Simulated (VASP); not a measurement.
OSZICAR of a VASP run on Co (space group P6_3/mmc):

File OSZICAR:
```
       N       E                     dE             d eps       ncg     rms          rms(c)
DAV:   1     0.563342251522E+02    0.56334E+02   -0.61132E+03  5176   0.109E+03
DAV:   2    -0.148017551317E+02   -0.71136E+02   -0.65690E+02  5068   0.214E+02
DAV:   3    -0.161340138476E+02   -0.13323E+01   -0.13072E+01  6251   0.391E+01
DAV:   4    -0.161549080228E+02   -0.20894E-01   -0.20892E-01  6969   0.382E+00
DAV:   5    -0.161551368617E+02   -0.22884E-03   -0.22884E-03  6388   0.351E-01    0.153E+01
DAV:   6    -0.144913742027E+02    0.16638E+01   -0.12156E+01  5544   0.678E+01    0.633E+00
DAV:   7    -0.141686337742E+02    0.32274E+00   -0.15240E+00  5712   0.231E+01    0.369E+00
DAV:   8    -0.141439586712E+02    0.24675E-01   -0.18486E-02  6957   0.170E+00    0.190E+00
DAV:   9    -0.141300705531E+02    0.13888E-01   -0.46140E-03  7306   0.115E+00    0.453E-01
DAV:  10    -0.141300447983E+02    0.25755E-04   -0.63641E-04  6933   0.335E-01    0.156E-01
DAV:  11    -0.141300822020E+02   -0.37404E-04   -0.14794E-04  6880   0.199E-01    0.222E-02
DAV:  12    -0.141300816056E+02    0.59632E-06   -0.93764E-06  5502   0.318E-02
   1 F= -.14130082E+02 E0= -.14070511E+02  d E =-.119140E+00  mag=     3.1223
```

**Question.** Which electronic solver shows in the log?

**Answer.** It is blocked Davidson (ALGO = Normal, or the opening steps of other solvers). The INCAR had ALGO = Normal.

**Question.** How was spin treated?

**Answer.** Collinear spin (ISPIN = 2): the summary line carries one mag value, 3.12 μB in the cell.

**Question.** Can the final energy be trusted as converged?

**Answer.** Self-consistency was reached. It stopped with EDIFF = 1E-6, NELM = 100 (PBE GGA, plane waves, VASP's PBE PAW potentials (set 64)).

The structure is a typed Co crystal (P6_3/mmc). The cell was not relaxed at this level, and its volume differs by -5.9 % from the start's.
